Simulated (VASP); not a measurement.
B18AsN17 (a cell with a defect), 36 atoms in the cell. The cell holds a defect, 36 atoms: a = 7.495 Å, b = 7.495 Å, c = 6.636 Å, α = 90.00°, β = 90.00°, γ = 120.00°. 

- Program: VASP 6.6.1
- Task: electric field gradients
- Functional: PBE
- Potentials or basis: VASP PAW PBE potentials, release 64 (B, As, N)
- Cutoff: 520 eV
- k mesh: 3 × 3 × 3
- Occupations: fermi-dirac, width 0.01 eV
- Spin: no spin polarisation
- Dipole correction: no
- Further INCAR settings: LREAL = Auto; ALGO = Fast; EDIFF = 1e-08; NBANDS = 96

Potentials or basis: VASP PAW PBE potentials, release 64 (B, As, N).

The run is started by

```console
$ cat potpaw_PBE.64/B/POTCAR potpaw_PBE.64/As/POTCAR potpaw_PBE.64/N/POTCAR > POTCAR
$ mpirun -np 1 vasp_std > vasp.out
```

Hardware: 1 thread of AMD EPYC 9R14 (Zen 4), on a shared host.

Estimate the wall time of this run.

Run time: 4.5 min on 1 thread of AMD EPYC 9R14 (Zen 4) (shared host), peak memory 0.42 GiB. Counts: scf iterations 21, k points 6.
